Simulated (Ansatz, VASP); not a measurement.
# Cross-check of Si9Ge55 (Si0.14Ge0.86, diamond-type random alloy) between VASP and Ansatz

Wanted: the spread between two codes on one cell, functional and k mesh. The cell is invented: As first built, before any earlier steps moved the atoms (in the runner's words): 2x2x2 conventional cells of the Ge type (64 atoms: 9 Si, 55 Ge); Ge/Si share their sites, the best of 600 random draws by like-pair counts in two shells; start lattice by linear mixing of the end members' cells; atoms moved at random by 0.02 A. It may not be a known or stable phase. The structure shown is the end of the Ansatz relaxation below.

Main program and level: Ansatz 0.2.0; plane waves, with VASP 6.6.1 beside it; single point at PBE.

## (1) Set-up

The cell holds 64 atoms: 9 Si and 55 Ge. Cell: a = 11.422 Å, b = 11.423 Å, c = 11.422 Å, α = 90.0°, β = 90.0°, γ = 90.0°. It derives from Ge (Ge type, space group 227), repeated 2×2×2. As first built, before any earlier steps moved the atoms (in the runner's words): 2x2x2 conventional cells of the Ge type (64 atoms: 9 Si, 55 Ge); Ge/Si share their sites, the best of 600 random draws by like-pair counts in two shells; start lattice by linear mixing of the end members' cells; atoms moved at random by 0.02 A.

## (2) Ansatz: relaxation, PBE

Ansatz runs on its default PAW (the set named soft_2) files.

This run makes the geometry at which the two programs are then compared.

File input.yaml:

```yaml
crystal:
  lattice:
    - [11.25104, 0.0, 0.0]
    - [0.0, 11.25104, 0.0]
    - [0.0, 0.0, 11.25104]
  atoms:
    - { symbol: Si, position: [0.37499, 0.87436, 0.37508] }
    - { symbol: Si, position: [0.99833, 0.49743, 0.74892] }
    - { symbol: Si, position: [0.37218, 0.87672, 0.87268] }
    - { symbol: Si, position: [0.49795, 0.25384, 0.9986] }
    - { symbol: Si, position: [0.7463, 0.49775, 0.99542] }
    - { symbol: Si, position: [0.874, 0.62626, 0.1232] }
    - { symbol: Si, position: [0.50027, 0.50066, 0.75128] }
    - { symbol: Si, position: [0.62532, 0.62693, 0.87223] }
    - { symbol: Si, position: [0.74992, 0.50065, 0.4958] }
    - { symbol: Ge, position: [0.00155, 0.00158, 0.24953] }
    - { symbol: Ge, position: [0.12674, 0.37879, 0.12757] }
    - { symbol: Ge, position: [7.0e-05, 0.24965, 0.0005] }
    - { symbol: Ge, position: [0.1222, 0.12406, 0.37461] }
    - { symbol: Ge, position: [0.24855, 0.00084, 0.99745] }
    - { symbol: Ge, position: [0.3757, 0.37265, 0.37676] }
    - { symbol: Ge, position: [0.24925, 0.24872, 0.24987] }
    - { symbol: Ge, position: [0.3768, 0.12396, 0.12595] }
    - { symbol: Ge, position: [0.00025, 0.99732, 0.75045] }
    - { symbol: Ge, position: [0.12419, 0.37576, 0.62677] }
    - { symbol: Ge, position: [0.99841, 0.24957, 0.49984] }
    - { symbol: Ge, position: [0.12406, 0.12608, 0.87251] }
    - { symbol: Ge, position: [0.25056, 0.99895, 0.50005] }
    - { symbol: Ge, position: [0.3738, 0.37276, 0.87468] }
    - { symbol: Ge, position: [0.2503, 0.25134, 0.75145] }
    - { symbol: Ge, position: [0.37413, 0.12572, 0.62905] }
    - { symbol: Ge, position: [0.99917, 0.50308, 0.24619] }
    - { symbol: Ge, position: [0.12677, 0.87472, 0.12556] }
    - { symbol: Ge, position: [0.99705, 0.75091, 0.99954] }
    - { symbol: Ge, position: [0.12487, 0.62371, 0.3718] }
    - { symbol: Ge, position: [0.24755, 0.49977, 0.99965] }
    - { symbol: Ge, position: [0.25068, 0.74857, 0.24854] }
    - { symbol: Ge, position: [0.37739, 0.62646, 0.12705] }
    - { symbol: Ge, position: [0.12641, 0.8745, 0.62628] }
    - { symbol: Ge, position: [0.99766, 0.75207, 0.50164] }
    - { symbol: Ge, position: [0.124, 0.62816, 0.87771] }
    - { symbol: Ge, position: [0.25041, 0.50024, 0.50216] }
    - { symbol: Ge, position: [0.24767, 0.75106, 0.75048] }
    - { symbol: Ge, position: [0.37266, 0.62215, 0.62454] }
    - { symbol: Ge, position: [0.50151, 0.00175, 0.2518] }
    - { symbol: Ge, position: [0.62422, 0.37611, 0.12363] }
    - { symbol: Ge, position: [0.62178, 0.125, 0.37906] }
    - { symbol: Ge, position: [0.75677, 0.99928, 0.99875] }
    - { symbol: Ge, position: [0.87462, 0.37472, 0.37329] }
    - { symbol: Ge, position: [0.75163, 0.24837, 0.25038] }
    - { symbol: Ge, position: [0.8738, 0.12424, 0.12621] }
    - { symbol: Ge, position: [0.50142, 0.99944, 0.74668] }
    - { symbol: Ge, position: [0.62399, 0.37457, 0.62566] }
    - { symbol: Ge, position: [0.50072, 0.25128, 0.49995] }
    - { symbol: Ge, position: [0.62446, 0.12544, 0.87287] }
    - { symbol: Ge, position: [0.75056, 0.99941, 0.50165] }
    - { symbol: Ge, position: [0.87843, 0.37448, 0.87767] }
    - { symbol: Ge, position: [0.74905, 0.2511, 0.74829] }
    - { symbol: Ge, position: [0.87472, 0.12603, 0.62874] }
    - { symbol: Ge, position: [0.50134, 0.4988, 0.25213] }
    - { symbol: Ge, position: [0.62559, 0.87577, 0.12449] }
    - { symbol: Ge, position: [0.50504, 0.7523, 0.99899] }
    - { symbol: Ge, position: [0.62512, 0.62599, 0.37673] }
    - { symbol: Ge, position: [0.87417, 0.87403, 0.37425] }
    - { symbol: Ge, position: [0.7493, 0.74827, 0.24985] }
    - { symbol: Ge, position: [0.62542, 0.87507, 0.62357] }
    - { symbol: Ge, position: [0.50036, 0.75271, 0.49814] }
    - { symbol: Ge, position: [0.87232, 0.87182, 0.8734] }
    - { symbol: Ge, position: [0.75, 0.74985, 0.75103] }
    - { symbol: Ge, position: [0.87822, 0.62641, 0.62477] }
kpoints:
  mp_grid: { grid: [2, 2, 2], shift: [0.5, 0.5, 0.5] }
hamiltonian:
  xc: pbe
scf:
  occupations: { method: fermi_dirac, width: 0.01 }
output:
  forces: true
  stress: true
relax:
  f_tol: 0.02
  max_steps: 45
  cell: { stress_tol: 0.1 }
```

Launch:

```
ansatz run input.yaml --threads 32 --pin off --max-ram 143360MiB --backend cuda --events-out ev --progress --plain --runs-dir out
```

Numbers of over 12 decimals in the logs are rounded to 6 here.

The program printed:

```text
The last accepted step is kept in <dir> (removed where the run ends without a failure and the disk answers)
Engine: ansatz 0.2.0, aarch64-unknown-linux-gnu
Pseudopotentials: kind: paw
Pseudopotential: Si, paw, valence charge 4, recommended cutoff 420 eV (normal), Si.paw.azcp
Pseudopotential: Ge, paw, valence charge 14, recommended cutoff 420 eV (normal), Ge.paw.azcp
Functional definition: PBE
  parameter kappa = 0.804
  parameter beta = 0.066725
  exchange = pbe_x(kappa = kappa, mu = beta*pi^2/3)
  correlation = pbe_c(beta = beta)
device memory: the entry about to start is reckoned to put 19.2 GiB on a device that reports 182.5 GiB free
GPU FFT provider: cuFFT
GPU libraries: cuBLAS 13.8.1, cuFFT 12.4.0, cuSOLVER 12.3.2
GPU matrix products: emulated (plane waves: as basis.precision tells), large ones in fixed point in workspaces of 1.00 GiB
Crystal: 64 atoms, lattice volume = 1424.223 Å³
Basis set: ecut = 420 eV, 27825 PW (Γ), exchange–correlation on 160×160×160 points (8 copies of the dense FFT grid, shifted against one another)
Bands: 484, of which v1, the nominal top of the filled ones, is band 403 counted from 1 (402 counted from 0)
Symmetry: 1 space group operations
Space group: P1 (ITA 1), of the structure as read, at distance tolerance 1.1e-4 Å
k-points: 4 of 8 (time reversal used)
Non-local potential: Si, projectors of the file, l = 0: 2, l = 1: 2, l = 2: 2
Non-local potential: Ge, projectors of the file, l = 0: 2, l = 1: 2, l = 2: 3, l = 3: 1
PAW form: soft (Blöchl's): semilocal exchange-correlation on the pseudo side does not see the compensation charge
PAW one-centre angular grid: Si, 110 points (default); XC on 64 Gauss nodes
PAW one-centre angular grid: Ge, 590 points (default); XC on 64 Gauss nodes
Initial density: superposition of atomic densities (neutral atoms: chi_scale 0, normalization atom), corrected by the library's trained network
Initial wavefunctions: pseudopotential atomic-orbital guess
GPU buffer pool allocated for 512000 grid points (all kernels)
GPU transforms: local potential and band sums: pruned to the plane-wave sphere, on 75×75×75
Functional: x = pbe(κ = 0.804, μ = 0.219515), c = pbe(β = 0.066725)
SCF iter   1: F=—  HF=-241944.160234 eV  |F-HF|=—  |Δ(HF+E_count)|=         —  Δρ=1.17e-3  dr2=3.39e-2  ethr=1.77e-3  ⟨swp⟩=6.0  Hψ=7101  notcnv=0  defer=31
preconditioner: auto → Resta (q_TF=auto, 2.481 Å⁻¹)  ε∞=2.7  [insulator: Δε(μ)=0.758 eV  Ē_g=21.561 eV  σ=0.010 eV  W_gap=1.00  n_scr=364 (ndim 8)  ℏωp=27.9 eV  f_vac=0.047  D(μ)=0.00/eV (n_scr^D=0)  ε∞_Penn≈2.7]
SCF iter   2: F=—  HF=-241944.137128 eV  |F-HF|=—  |Δ(HF+E_count)|=   2.31e-2  Δρ=8.08e-4  dr2=1.07e-2  ethr=4.20e-6  ⟨swp⟩=2.0  Hψ=3856  notcnv=0  defer=308
SCF iter   3: F=—  HF=-241944.136887 eV  |F-HF|=—  |Δ(HF+E_count)|=   2.41e-4  Δρ=4.05e-4  dr2=2.98e-3  ethr=1.32e-6  ⟨swp⟩=2.0  Hψ=3256  notcnv=0  defer=308
SCF iter   4: F=—  HF=-241944.139310 eV  |F-HF|=—  |Δ(HF+E_count)|=   2.42e-3  Δρ=1.97e-4  dr2=8.76e-4  ethr=3.69e-7  ⟨swp⟩=2.0  Hψ=2140  notcnv=0  defer=308
SCF iter   5: F=—  HF=-241944.137670 eV  |F-HF|=—  |Δ(HF+E_count)|=   1.64e-3  Δρ=8.37e-5  dr2=2.07e-4  ethr=1.09e-7  ⟨swp⟩=2.0  Hψ=2140  notcnv=0  defer=308
SCF iter   6: F=—  HF=-241944.137719 eV  |F-HF|=—  |Δ(HF+E_count)|=   4.90e-5  Δρ=3.71e-5  dr2=1.30e-5  ethr=2.57e-8  ⟨swp⟩=2.0  Hψ=2140  notcnv=0  defer=308
SCF iter   7: F=—  HF=-241944.140026 eV  |F-HF|=—  |Δ(HF+E_count)|=   2.31e-3  Δρ=9.88e-6  dr2=3.82e-6  ethr=1.61e-9  ⟨swp⟩=2.0  Hψ=3240  notcnv=0  defer=308
SCF iter   8: F=—  HF=-241944.140026 eV  |F-HF|=—  |Δ(HF+E_count)|=   6.14e-7  Δρ=7.02e-6  dr2=5.31e-7  ethr=4.74e-10  ⟨swp⟩=3.0  Hψ=3240  notcnv=0  defer=308
SCF iter   9: F=—  HF=-241944.140025 eV  |F-HF|=—  |Δ(HF+E_count)|=   4.37e-7  Δρ=2.83e-6  dr2=6.09e-8  ethr=1.24e-11  ⟨swp⟩=2.0  Hψ=5664  notcnv=0
SCF iter  10: F=-241944.140025 eV  HF=-241944.140025 eV  |F-HF|=1.80e-9  |Δ(HF+E_count)|=   4.90e-8  Δρ=4.40e-7  dr2=5.14e-9  ethr=7.55e-12  ⟨swp⟩=3.0  Hψ=5176  notcnv=0
SCF 1 converged in 10 iterations: F = -241944.140025 eV  dr2 = 5.14e-9
  greatest PAW one-centre occupation: 0.998 electrons in one spin orbital (limit 2), on the Ge atom at site 51 (counted from 0), in its partial waves of l = 2
relax step   1: F+E_penalty+E_count = -241944.14002530 eV  Δ(F+E_penalty+E_count) = +0.000e0 eV  max|allowed force component| = 9.155e-1 eV/Å  Δτ_max = 0.0000 Å  P = +3.357 GPa  Ω = 1424.223 Å³  (10 SCF iters, dr2 threshold 1.00e-7 eV, accepted)
[...]
relax step   2: F+E_penalty+E_count = -241945.54356516 eV  Δ(F+E_penalty+E_count) = -1.404e0 eV  max|allowed force component| = 1.629e-1 eV/Å  Δτ_max = 0.1041 Å  P = +0.369 GPa  Ω = 1482.001 Å³  energy of the carried Pulay correction = -9.175e-3 eV  (7 SCF iters, dr2 threshold 6.40e-6 eV, accepted)
[...]
relax step   3: F+E_penalty+E_count = -241945.58269904 eV  Δ(F+E_penalty+E_count) = -3.913e-2 eV  max|allowed force component| = 1.729e-2 eV/Å  Δτ_max = 0.0257 Å  P = +0.008 GPa  Ω = 1490.232 Å³  energy of the carried Pulay correction = -1.045e-2 eV  (6 SCF iters, dr2 threshold 1.66e-6 eV, accepted)
[...]
relax step   4: F+E_penalty+E_count = -241945.58379894 eV  Δ(F+E_penalty+E_count) = -1.100e-3 eV  max|allowed force component| = 1.773e-3 eV/Å  Δτ_max = 0.0028 Å  P = +0.001 GPa  Ω = 1490.385 Å³  energy of the carried Pulay correction = -1.048e-2 eV  (6 SCF iters, dr2 threshold 3.30e-8 eV, accepted)
[...]
relax step   5: F+E_penalty+E_count = -241945.59454976 eV  Δ(F+E_penalty+E_count) = -1.075e-2 eV  max|allowed force component| = 1.745e-3 eV/Å  Δτ_max = 0.0000 Å  P = +0.006 GPa  Ω = 1490.385 Å³  stress off target by 8.07e-3 GPa  SCF on the basis re-selected at this cell (its energy is not comparable with the rows above)  (9 SCF iters)
basis re-selected at this cell: Δ(F+E_penalty+E_count) = -1.075e-2 eV, ΔP = +0.005 GPa vs the last step (what re-selecting the basis moved, of the pressure what is left beyond the Pulay correction that the steps carried, after the strain that the cell walked since its last selection, with what the two solves' SCF thresholds leave and, on support functions, any second-order correction that the steps lacked; it is no m [...]
SCF converged after 9 iterations
Free energy (F): -241945.594550 eV
Harris-Foulkes:  -241945.594550 eV  (|F-HF|=5.24e-10)
Internal energy: -241945.594550 eV  (E = F + TS)
E sigma→0 (E₀):  -241945.594550 eV
Fermi energy:    7.735097 eV
--- Per-component energies (eV) ---
  E_band       = -8668.916148
  E_kinetic    = 6460.012151
  E_local      = -144582.203515  (includes V_loc(G=0)·N_el)
  E_nonlocal   = 23242.514059
  E_hartree    = 63696.373904
  E_xc         = -4637.022057
  E_vxc        = -3952.791239  (∫ρ·V_xc dr)
  E_paw        = -115704.565406  (= ΣΔE_a)
  E_vpaw       = -17229.196667  (= ΣTr[D̂ρ^β])
  E_aug_tail   = 0.015053  (compensation charges beyond the density's cutoff)
  E_ewald      = -70420.718739
  E_smearing   = -0.000000  (= −TS)
  E_closure    = -0.000000  (closes the sum)
  Σ components = -241945.594550   (vs F -241945.594550, Δ=0.00e0)
--- Forces (eV/Å), atoms counted from 1 ---
  [... one line an atom ...]
  max |Σ_I F_I| component: 5.67e-7 eV/Å
--- Stress (GPa, compression-positive) ---
        0.007713       0.001128       0.000444
        0.001128       0.003294      -0.000424
        0.000444      -0.000424       0.006781
  P = ⅓ Tr σ = 0.0059 GPa (0.059 kbar)
--- Band table (eV) ---
--- Relaxed structure (4 steps of the walk, 4 accepted, 1 SCFs on fresh bases) ---
  F+E_penalty+E_count = -241945.59454976 eV   max|allowed force component| = 1.745e-3 eV/Å   (the final SCF, on the basis selected at the relaxed cell)
  cell:  # Å, volume = 1490.3847 Å³
    - [11.422134, -0.000389751, -0.000995256]
    - [-0.000389751, 11.423268, -0.000258207]
    - [-0.000995256, -0.000258207, 11.422489]
  atoms:
    [... one line an atom ...]
```

(Continued in part 2 of 2.)

[Lines on the potential files, build, host, timing and source positions are cut from VASP's logs without a mark.]

[Logs are printed without paths, hosts, clocks, repeated set-up lines and the standing remarks that a program may print on its own settings, such as how far it seeks lower states.]

[Hosts, paths, dates, database ids (printed as entryN), source tags and the programs' standing remarks are cut or masked in the printed files.]
